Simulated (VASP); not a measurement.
Method: LDA (Ceperley-Alder, Perdew-Zunger), VASP's LDA PAW potentials (set 64) (plane waves; VASP).

VASP ran on this input.

### KPOINTS
```
Automatic mesh
0
Gamma
5 5 5
0 0 0
```

### INCAR
```
SYSTEM = CuGaSe2
PREC = Accurate
ENCUT = 400
EDIFF = 1E-6
NELM = 100
ALGO = Normal
LREAL = .FALSE.
LASPH = .TRUE.
ISMEAR = 0
SIGMA = 0.05
LMAXMIX = 4
LWAVE = .FALSE.
LCHARG = .FALSE.
IBRION = 2
ISIF = 3
NSW = 60
EDIFFG = -0.02
```

**POSCAR**
```
CuGaSe2
1
   -2.7613354188     2.7613354188     5.4482362106
    2.7613354188    -2.7613354188     5.4482362106
    2.7613354188     2.7613354188    -5.4482362106
Ga Cu Se
2 2 4
Direct
  0.5000000000   0.5000000000   0.0000000000
  0.2500000000   0.7500000000   0.5000000000
  0.0000000000   0.0000000000   0.0000000000
  0.7500000000   0.2500000000   0.5000000000
  0.8750000000   0.8835979306   0.5085979306
  0.1164020694   0.6250000000   0.9914020694
  0.3750000000   0.3664020694   0.4914020694
  0.6335979306   0.1250000000   0.0085979306
```

POTCAR, in this order: Ga_d Cu Se (LDA.64 set). Program: vasp_std.

What VASP printed:

### OSZICAR
```
       N       E                     dE             d eps       ncg     rms          rms(c)
DAV:   1     0.650466405029E+03    0.65047E+03   -0.27319E+04  1594   0.192E+03
DAV:   2     0.713248374714E+02   -0.57914E+03   -0.56261E+03  1628   0.512E+02
DAV:   3    -0.315393524125E+02   -0.10286E+03   -0.10074E+03  1942   0.197E+02
DAV:   4    -0.386313721998E+02   -0.70920E+01   -0.70096E+01  2165   0.519E+01
DAV:   5    -0.388584138699E+02   -0.22704E+00   -0.22638E+00  2232   0.988E+00    0.129E+01
DAV:   6    -0.388290560344E+02    0.29358E-01   -0.36875E+01  2149   0.996E+01    0.926E+00
DAV:   7    -0.368721043791E+02    0.19570E+01   -0.88793E+00  2000   0.719E+01    0.383E+00
DAV:   8    -0.370753423585E+02   -0.20324E+00   -0.38787E+00  2360   0.232E+01    0.311E+00
DAV:   9    -0.369432470317E+02    0.13210E+00   -0.10252E+00  2216   0.182E+01    0.394E-01
DAV:  10    -0.369466522889E+02   -0.34053E-02   -0.60198E-02  2344   0.359E+00    0.212E-01
DAV:  11    -0.369466776343E+02   -0.25345E-04   -0.10274E-02  2317   0.166E+00    0.100E-01
DAV:  12    -0.369465611306E+02    0.11650E-03   -0.13317E-03  2384   0.718E-01    0.888E-03
DAV:  13    -0.369465694468E+02   -0.83162E-05   -0.91025E-05  2357   0.103E-01    0.121E-02
DAV:  14    -0.369465686849E+02    0.76191E-06   -0.26665E-05  1872   0.966E-02    0.507E-03
DAV:  15    -0.369465681936E+02    0.49132E-06   -0.49698E-06  1402   0.525E-02
   1 F= -.36946568E+02 E0= -.36946566E+02  d E =-.369466E+02
       N       E                     dE             d eps       ncg     rms          rms(c)
DAV:   1    -0.369543722987E+02   -0.78036E-02   -0.14355E-01  1760   0.581E+00    0.648E-01
DAV:   2    -0.369503921701E+02    0.39801E-02   -0.71695E-02  1728   0.577E+00    0.332E-01
DAV:   3    -0.369476781821E+02    0.27140E-02   -0.18440E-02  2056   0.299E+00    0.175E-01
DAV:   4    -0.369470593845E+02    0.61880E-03   -0.16919E-03  2208   0.344E-01    0.492E-02
DAV:   5    -0.369470189578E+02    0.40427E-04   -0.26759E-04  2053   0.288E-01    0.160E-02
DAV:   6    -0.369470132537E+02    0.57041E-05   -0.54668E-05  1928   0.489E-02    0.497E-03
DAV:   7    -0.369470132737E+02   -0.19983E-07   -0.48709E-06  1738   0.204E-02
   2 F= -.36947013E+02 E0= -.36947010E+02  d E =-.445080E-03
       N       E                     dE             d eps       ncg     rms          rms(c)
DAV:   1    -0.369477097084E+02   -0.69645E-03   -0.13976E-02  1760   0.181E+00    0.203E-01
DAV:   2    -0.369473273037E+02    0.38240E-03   -0.71094E-03  1736   0.180E+00    0.105E-01
DAV:   3    -0.369470544873E+02    0.27282E-03   -0.18282E-03  2050   0.949E-01    0.544E-02
DAV:   4    -0.369469950195E+02    0.59468E-04   -0.17146E-04  2176   0.102E-01    0.164E-02
DAV:   5    -0.369469907099E+02    0.43096E-05   -0.30315E-05  2029   0.983E-02    0.522E-03
DAV:   6    -0.369469900972E+02    0.61275E-06   -0.57468E-06  1440   0.158E-02
   3 F= -.36946990E+02 E0= -.36946987E+02  d E =-.421904E-03
       N       E                     dE             d eps       ncg     rms          rms(c)
DAV:   1    -0.369473558801E+02   -0.36517E-03   -0.66569E-03  1760   0.125E+00    0.140E-01
DAV:   2    -0.369471762621E+02    0.17962E-03   -0.34134E-03  1728   0.124E+00    0.726E-02
DAV:   3    -0.369470444820E+02    0.13178E-03   -0.87397E-04  2045   0.662E-01    0.374E-02
DAV:   4    -0.369470168147E+02    0.27667E-04   -0.81623E-05  2144   0.683E-02    0.118E-02
DAV:   5    -0.369470145966E+02    0.22181E-05   -0.15870E-05  1997   0.720E-02    0.360E-03
DAV:   6    -0.369470143152E+02    0.28140E-06   -0.29530E-06  1342   0.113E-02
   4 F= -.36947014E+02 E0= -.36947011E+02  d E =-.446122E-03
       N       E                     dE             d eps       ncg     rms          rms(c)
DAV:   1    -0.369491608664E+02   -0.21463E-02   -0.62506E-02  1923   0.177E+00    0.313E-01
DAV:   2    -0.369481610452E+02    0.99982E-03   -0.60747E-03  1989   0.148E+00    0.185E-01
DAV:   3    -0.369477105144E+02    0.45053E-03   -0.24886E-03  2005   0.107E+00    0.124E-01
DAV:   4    -0.369474247398E+02    0.28577E-03   -0.68670E-04  2512   0.481E-01    0.142E-02
DAV:   5    -0.369474316974E+02   -0.69577E-05   -0.12366E-04  2111   0.121E-01    0.899E-03
DAV:   6    -0.369474315254E+02    0.17206E-06   -0.83639E-06  2069   0.379E-02
   5 F= -.36947432E+02 E0= -.36947429E+02  d E =-.417210E-03
```

**OUTCAR**
```
------------------------ aborting loop because EDIFF is reached ----------------------------------------
  FORCE on cell =-STRESS in cart. coord.  units (eV):
  Direction    XX          YY          ZZ          XY          YZ          ZX
  --------------------------------------------------------------------------------------
  Total       -0.1478386     -0.1478386     -0.0253285      0.0000000     -0.0000000      0.0000000
  in kB       -1.4216762     -1.4216762     -0.2435696      0.0000000     -0.0000000      0.0000000
  external PRESSURE =      -1.0289740 kB  Pullay stress =       0.0000000 kB
  volume of cell :      166.61
      direct lattice vectors                 reciprocal lattice vectors
    -2.759060338  2.759060338  5.471612767     0.000000000  0.181221118  0.091380736
     2.759060338 -2.759060338  5.471612767     0.181221118  0.000000000  0.091380736
     2.759060338  2.759060338 -5.471612767     0.181221118  0.181221118  0.000000000
 POSITION                                       TOTAL-FORCE (eV/Angst)
 -----------------------------------------------------------------------------------
      0.00000      0.00000      5.47161         0.000000     -0.000000      0.000000
      2.75906      0.00000      2.73581         0.000000     -0.000000     -0.000000
      0.00000      0.00000      0.00000         0.000000     -0.000000     -0.000000
      0.00000      2.75906      2.73581         0.000000     -0.000000     -0.000000
      1.42744      1.37953      6.83952         0.003870     -0.000000      0.000000
      4.13859      1.33162     -1.36790         0.000000     -0.003870     -0.000000
      1.33162      1.37953      1.36790        -0.003870     -0.000000     -0.000000
     -1.37953      1.42744      4.10371         0.000000      0.003870      0.000000
 -----------------------------------------------------------------------------------
    total drift:                               -0.000001     -0.000001     -0.000001
  FREE ENERGIE OF THE ION-ELECTRON SYSTEM (eV)
  ---------------------------------------------------
  free  energy   TOTEN  =       -36.9474315254 eV

  energy  without entropy=      -36.9474266991  energy(sigma->0) =      -36.94742911

 reached required accuracy - stopping structural energy minimisation
```
(Selected blocks of OUTCAR.)

### CONTCAR
```
CuGaSe2
   1.00000000000000
    -2.7590603383188945    2.7590603383188945    5.4716127670034158
     2.7590603383188945   -2.7590603383188945    5.4716127670034158
     2.7590603383188945    2.7590603383188945   -5.4716127670034158
  Ga              Cu              Se
     2     2     4
Direct
     0.5000000000000000    0.5000000000000000    0.0000000000000000
     0.2500000000000000    0.7500000000000000    0.5000000000000000
     0.0000000000000000    0.0000000000000000    0.0000000000000000
     0.7500000000000000    0.2500000000000000    0.5000000000000000
     0.8750000000000000    0.8836815103046092    0.5086815103046092
     0.1163184896953909    0.6250000000000000    0.9913184896953908
     0.3750000000000000    0.3663184896953909    0.4913184896953909
     0.6336815103046092    0.1250000000000000    0.0086815103046091
```

OUTCAR:
```
 val. band max:        4.3784357911   @ k =   0.0000   0.0000   0.0000

 cond. band min:       4.5914659098   @ k =   0.0000   0.0000   0.0000


 Fermi energy:         4.4849508882

 k-point     1 :       0.0000    0.0000    0.0000
  band No.  band energies     occupation
      1     -11.3405      2.00000
      2     -11.3379      2.00000
      3     -11.3379      2.00000
      4     -11.1784      2.00000
      5     -11.1625      2.00000
      6     -11.1625      2.00000
      7     -11.1168      2.00000
      8     -11.1121      2.00000
      9     -11.1072      2.00000
     10     -11.0951      2.00000
     11     -10.4922      2.00000
     12      -8.7497      2.00000
     13      -8.7497      2.00000
     14      -8.7457      2.00000
     15      -3.4828      2.00000
     16      -2.2235      2.00000
     17      -0.9637      2.00000
     18      -0.5368      2.00000
     19      -0.4798      2.00000
     20      -0.0089      2.00000
     21      -0.0089      2.00000
     22       0.5687      2.00000
     23       0.5687      2.00000
     24       0.8199      2.00000
     25       0.8199      2.00000
     26       0.8861      2.00000
     27       1.8551      2.00000
     28       1.8998      2.00000
     29       2.0014      2.00000
     30       2.3503      2.00000
     31       2.3917      2.00000
     32       2.3917      2.00000
     33       2.4936      2.00000
     34       4.2817      2.00000
     35       4.2817      2.00000
     36       4.3784      1.99741
     37       4.5915      0.00259
     38       6.0939      0.00000
     39       6.4569      0.00000
     40       8.2833      0.00000
     41       8.2833      0.00000
     42       8.6060      0.00000
     43       9.1436      0.00000

 k-point     2 :       0.2000    0.0000    0.0000
  band No.  band energies     occupation
      1     -11.3473      2.00000
      2     -11.3412      2.00000
      3     -11.3316      2.00000
      4     -11.1925      2.00000
      5     -11.1721      2.00000
...
```

The compound is CuGaSe2 in the chalcopyrite structure. This run relaxes it. Symmetry was kept, so distortions that lower it aren't found. The start is the result of an earlier pass.
